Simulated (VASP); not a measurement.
Here is a VASP 6.6.1 calculation.

INCAR

```
SYSTEM = RbZnCl3
PREC = Accurate ; ENCUT = 520
EDIFF = 1E-6 ; ISMEAR = -1
SIGMA = 0.02 ; LREAL = .False.
LASPH = .True. ; NELM = 100
ALGO = Fast ; ISIF = 2
LWAVE = .False. ; LCHARG = .False.
GGA = PE ; NBANDS = 29
```

KPOINTS

```
regular mesh
0
Gamma
  6 6 6
  0 0 0
```

The input POSCAR:

```
RbZnCl3
1.0
    4.9380677922      0.0000000000      0.0000000000
    0.0000000000      4.9380677922      0.0000000000
    0.0000000000      0.0000000000      4.9380677922
Rb Zn Cl
1 1 3
Direct
    0.0000000000      0.0000000000      0.0000000000
    0.5000000000      0.5000000000      0.5000000000
    0.5000000000      0.5000000000      0.0000000000
    0.5000000000      0.0000000000      0.5000000000
    0.0000000000      0.5000000000      0.5000000000
```

Potentials or basis: VASP PAW PBE potentials, release 64 (Rb_sv, Zn, Cl).

Run with:

```sh
$ cat potpaw_PBE.64/Rb_sv/POTCAR potpaw_PBE.64/Zn/POTCAR potpaw_PBE.64/Cl/POTCAR > POTCAR
$ mpirun -np 1 vasp_std > vasp.out
```

Predict the pressure.

1.7 GPa.

Estimate the band gap on the k mesh.

1.54 eV, indirect (least direct gap 1.97 eV).

A k mesh can miss the band edges. A hybrid or GW would open this gap; PBE tends to underestimate it.
